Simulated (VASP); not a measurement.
# A VASP study of TePb (optB86b-vdW): structure first, properties next, part 2 of 2

Aim: relax TePb with optB86b-vdW, compute its properties on that cell and hold them against experiment. Left out of this account: 1 further run (relaxation: it shows nothing beyond the runs told). The start is a cell from a database of measured crystal structures.

VASP 6.6.1; optB86b-vdW; plane waves and PAW (Te, Pb_d).

So far, gap on the k-mesh (eV): step 2 (relaxing cell and atoms (optB86b-vdW)) 1.04; step 6 (density of states (optB86b-vdW)) 0.887. The relaxed cell has a = 6.502 Å (conventional setting).

**8. Response to an electric field (optB86b-vdW)**

The response to a static field gives the electronic dielectric tensor and the Born charges. It needs tightly converged orbitals, hence the small EDIFF.

INCAR reads:

```
SYSTEM = TePb
PREC = Accurate
ENCUT = 400
EDIFF = 1E-07
NELM = 100
ISMEAR = 0
SIGMA = 0.01
LREAL = .FALSE.
ALGO = Normal
GGA = MK
AGGAC = 0
LUSE_VDW = .TRUE.
PARAM1 = 0.1234
PARAM2 = 1
LASPH = .TRUE.
NBANDS = 16
LORBIT = 11
LWAVE = .FALSE.
LCHARG = .FALSE.
LCALCEPS = .TRUE.
LPEAD = .TRUE.
```

POSCAR reads:

```
TePb
1.0
    0.0000000000      3.2511734240      3.2511734240
    3.2511734240      0.0000000000      3.2511734240
    3.2511734240      3.2511734240      0.0000000000
Te Pb
1 1
Direct
    0.5000000000      0.5000000000      0.5000000000
    0.0000000000      0.0000000000      0.0000000000
```

KPOINTS reads:

```
Automatic mesh
0
Gamma
6 6 6
0 0 0
```

The projector-augmented-wave data sets are Te and Pb_d (PBE family, release 64).

Run with:

```
$ mpirun -np 2 vasp_std
```

Run time: 29 min. Hardware: 2 MPI ranks of Intel Xeon Platinum 8488C (Sapphire Rapids), shared host; peak memory 0.75 GiB.

Energies printed during the response cycles are not total energies of the cell. The dielectric response converges more slowly with the mesh than energies do, so tensor and charges may still move on a finer one. The log warns that the applied field is near the limit of Zener tunnelling for this mesh, so the response is less certain.

Numbers from this step:

```
irreducible k-points : 16
```

Electronic dielectric tensor with local fields:

```
26.98  0.00  0.00
 0.00 26.98  0.00
 0.00  0.00 26.98
```

Born effective charge (e), principal values of the symmetric part by kind of site:

```
atom  atoms with these values    low  middle   high   mean
 Te1                        1  -5.72   -5.72  -5.72  -5.72
 Pb2                        1   5.72    5.72   5.72   5.72
```

In full for Pb2:

```
5.72 0.00 0.00
0.00 5.72 0.00
0.00 0.00 5.72
```

The Born charges sum to zero; the printed set may have that rule imposed, so this is no test.

**9. Independent-particle dielectric function (optB86b-vdW)**

LOPTICS sums transitions from filled to empty bands. The mesh is finer than in the run before. NBANDS is raised for it.

INCAR reads:

```
SYSTEM = TePb
PREC = Accurate
ENCUT = 400
EDIFF = 1E-06
NELM = 100
ISMEAR = 0
SIGMA = 0.05
LREAL = .FALSE.
ALGO = Normal
GGA = MK
AGGAC = 0
LUSE_VDW = .TRUE.
PARAM1 = 0.1234
PARAM2 = 1
LASPH = .TRUE.
NBANDS = 26
LORBIT = 11
LWAVE = .FALSE.
LCHARG = .FALSE.
KPAR = 2
LOPTICS = .TRUE.
NEDOS = 1500
CSHIFT = 0.1
```

POSCAR is that of step 8.

KPOINTS reads:

```
Automatic mesh
0
Gamma
11 11 11
0 0 0
```

Run with:

```
$ mpirun -np 2 vasp_std
```

The job ended after 1.7 min (2 MPI ranks; peak memory 0.87 GiB; 2.9 min of CPU time).

These are independent-particle spectra without excitons or local fields, and fine structure depends on the mesh and on CSHIFT.

This step gave:

```
bands                          : 26
irreducible k-points           : 56
Fermi energy                   : 5.439 eV
pressure                       : 0.01130 GPa
gap on the k-mesh              : 0.8869 eV
least direct gap on the k-mesh : 0.8869 eV
```

The imaginary dielectric function, xx has structure finer than the step of the table below, so its rows give means over 1 eV, whole bins alone (the curve runs from 0 to 25.0 eV). Peaks (eV: height): 1.9: 79.7.

The imaginary dielectric function, xx by photon energy; means over each step:

```
photon energy (eV)  imaginary dielectric function, xx
                 1                               7.33
                 2                               54.0
                 3                               13.5
                 4                               4.03
                 5                               2.31
                 6                               3.75
                 7                               4.54
                 8                               2.30
                 9                               1.74
                10                               1.60
                11                              0.963
                12                              0.747
                13                              0.545
                14                              0.421
                15                              0.363
                16                              0.247
                17                              0.171
                18                              0.411
                19                              0.394
                20                              0.340
                21                              0.279
                22                              0.201
                23                              0.112
                24                             0.0827
```

Table of real dielectric function, xx by photon energy:

photon energy (eV), real dielectric function, xx and a bar from the least value:
```
        0       28.5 #########################
        1       38.5 ##############################
        2       -1.8 ########
        3      -16.3 
        4       -7.3 #####
        5       -1.7 ########
        6        0.3 #########
        7       -1.9 ########
        8       -2.0 ########
        9       -1.0 ########
       10       -1.3 ########
       11       -1.0 ########
       12       -0.6 #########
       13       -0.4 #########
       14       -0.2 #########
       15        0.0 #########
       16        0.1 #########
       17        0.3 #########
       18        0.7 #########
       19        0.4 #########
       20        0.4 #########
       21        0.3 #########
       22        0.4 #########
       23        0.5 #########
       24        0.5 #########
```

Its static limit, 28.5, stands beside 27.0 from the response with local fields; with so small a gap neither is converged in the mesh. This mesh misses the point of the least direct gap (0.77 eV in the band run), so the true onset lies lower. The mean of ε2 over directions passes 5 % of its top at 1.06 eV, against a least direct gap of 0.89 eV on this mesh, so absorption sets in close to the direct gap.

**10. Outcome**

```yaml
relaxed_volume: 34.37 Å³/atom
relaxed_conventional_cell_a_b_c: 6.502, 6.502, 6.502 Å
space_group_after_relaxing_within_0p02_a: Fm-3m (No. 225)
band_gap: 0.773 eV, direct
gap_among_the_points_of_the_dos_mesh_alone_an_upper_bound: 0.887 eV
highest_zone_centre_mode: 42.3 cm⁻¹
strongest_peak_of_eps_2_mean_over_directions: 1.88 eV
eps_1_at_zero_frequency_no_local_fields_mean: 28.5
```

**Reading.** With optB86b-vdW, TePb relaxes to 34.37 Å³/atom in space group Fm-3m (held by the symmetry of the run) and has a direct gap of 0.773 eV. Against the listed cell the volume lies +1.9 %. Band structure (optB86b-vdW): On this path the gap is direct, 0.77 eV, with the valence top at L and the conduction bottom at L. Vibrations at Γ (optB86b-vdW): The highest mode in this list at Γ, 42.3 cm⁻¹, has its largest share on Te (61 % of the kinetic energy). Response to an electric field (optB86b-vdW): The electronic dielectric tensor with local fields is isotropic, 26.98. Response to an electric field (optB86b-vdW): Mean Born effective charge: Te1 -5.72, Pb2 5.72 e. Spin-orbit coupling is left out, and with elements this heavy it would split and shift bands near the edges, and it can change the kind of a small gap. Modes at Γ alone can't show that the crystal is stable at other wave vectors, and the LO-TO splitting is not included. No search among competing phases was made, and a listed structure need not be the one stable at ambient conditions. All values are for a static lattice at zero temperature.

Computed beside measured:

| quantity | measured | optB86b-vdW |
| --- | --- | --- |
| lattice constant a (Å) | 6.4397 | 6.502 (+1.0 %) |
| infrared mode, TO at Gamma (cm⁻¹) | 18 | 42 (+134.8 %) |

Measured values from arxiv:1709.02863 (2017) and arxiv:0808.3152 (2008).

How well it matches: The lattice constant a is off by +1.0 %: fair agreement. The infrared mode is off by +134.8 %: a clear miss. The grades are ours: good and fair within 0.7 and 1.5 % for the lattice constant a and 3 and 7 % for the infrared mode. Zero-point motion and thermal expansion (measured at up to 125 K) are not in the computed lattice constants and infrared mode. As a rule both would widen the computed cell, so the excess over experiment is if anything larger than shown.

[Lines on the potential files, build, host, timing and source positions are cut from VASP's logs without a mark.]

[Logs are printed without paths, hosts, clocks, repeated set-up lines and the standing remarks that a program may print on its own settings, such as how far it seeks lower states.]

[Hosts, paths, dates, database ids (printed as entryN), source tags and the programs' standing remarks are cut or masked in the printed files.]

[A measured line is paired with the nearest computed mode of its activity, which favours agreement.]
